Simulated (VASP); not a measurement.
Output of a VASP run:

File OSZICAR:
```
       N       E                     dE             d eps       ncg     rms          rms(c)
DAV:   1     0.243429219446E+02    0.24343E+02   -0.35525E+03   360   0.750E+02
DAV:   2    -0.759865170257E+01   -0.31942E+02   -0.31133E+02   560   0.113E+02
DAV:   3    -0.862466453351E+01   -0.10260E+01   -0.10210E+01   423   0.222E+01
DAV:   4    -0.863087698678E+01   -0.62125E-02   -0.62117E-02   464   0.201E+00
DAV:   5    -0.863091126691E+01   -0.34280E-04   -0.34280E-04   431   0.152E-01    0.356E+00
DAV:   6    -0.856772650626E+01    0.63185E-01   -0.22793E-01   380   0.213E+00    0.214E+00
DAV:   7    -0.856810690947E+01   -0.38040E-03   -0.31566E-02   427   0.105E+00    0.764E-01
DAV:   8    -0.856833148022E+01   -0.22457E-03   -0.26574E-03   382   0.327E-01    0.112E-01
DAV:   9    -0.856842023610E+01   -0.88756E-04   -0.28394E-04   385   0.129E-01    0.593E-02
DAV:  10    -0.856842078016E+01   -0.54406E-06   -0.13599E-05   455   0.304E-02    0.262E-02
DAV:  11    -0.856842044896E+01    0.33119E-06   -0.12074E-05   363   0.217E-02    0.434E-03
DAV:  12    -0.856842046457E+01   -0.15609E-07   -0.78281E-07   213   0.671E-03
   1 F= -.85684205E+01 E0= -.85673222E+01  d E =-.439291E-02
```

**OUTCAR**
```
------------------------ aborting loop because EDIFF is reached ----------------------------------------
  FORCE on cell =-STRESS in cart. coord.  units (eV):
  Direction    XX          YY          ZZ          XY          YZ          ZX
  --------------------------------------------------------------------------------------
  Total        2.7933620      2.7933620      2.7933620      0.0000000     -0.0000000      0.0000000
  in kB      100.6714728    100.6714728    100.6714728      0.0000000     -0.0000000      0.0000000
  external PRESSURE =     100.6714728 kB  Pullay stress =       0.0000000 kB
  volume of cell :       44.46
      direct lattice vectors                 reciprocal lattice vectors
     0.000000000  2.811688000  2.811688000    -0.177829119  0.177829119  0.177829119
     2.811688000  0.000000000  2.811688000     0.177829119 -0.177829119  0.177829119
     2.811688000  2.811688000  0.000000000     0.177829119  0.177829119 -0.177829119
 POSITION                                       TOTAL-FORCE (eV/Angst)
 -----------------------------------------------------------------------------------
      0.00000      0.00000      0.00000        -0.000000     -0.000000      0.000000
      2.81169      2.81169      2.81169         0.000000      0.000000     -0.000000
 -----------------------------------------------------------------------------------
    total drift:                                0.000000      0.000000      0.000000
  FREE ENERGIE OF THE ION-ELECTRON SYSTEM (eV)
  ---------------------------------------------------
  free  energy   TOTEN  =        -8.5684204646 eV

  energy  without entropy=       -8.5640275579  energy(sigma->0) =       -8.56732224
```
(Selected blocks of OUTCAR.)

### POSCAR
```
SbAs
1
    0.0000000000     2.8116880000     2.8116880000
    2.8116880000     0.0000000000     2.8116880000
    2.8116880000     2.8116880000     0.0000000000
As Sb
1 1
Direct
  0.0000000000   0.0000000000   0.0000000000
  0.5000000000   0.5000000000   0.5000000000
```

### Question
Write an INCAR and KPOINTS that could have produced this output.

### Answer
One answer among several that fit: the input of the run itself, PBE GGA, plane waves, VASP's PBE PAW potentials (set 64).

**INCAR**
```
ISIF = 2
EDIFF = 1E-6
SIGMA = 0.3   ! width (eV)
ENCUT = 400   ! plane-wave cut-off (eV)
NELM = 100
GGA = PE   ! PBE
LREAL = .FALSE.
ALGO = Normal
LWAVE = .FALSE.
PREC = Accurate
ISMEAR = 2
SYSTEM = SbAs
LCHARG = .FALSE.
LASPH = .TRUE.
LMAXMIX = 4
```

KPOINTS:
```
Automatic mesh
0
G
 7 7 7
```

POTCAR, in this order: As Sb (PBE.64 set). Program: vasp_std.

The structure was generated: SbAs was put into the rocksalt type (Fm-3m), which need not be its known phase. The cell was not relaxed at this level. The run is one of a series of settings (ISMEAR = 2, SIGMA = 0.3 against the base run), some of them coarse on purpose.
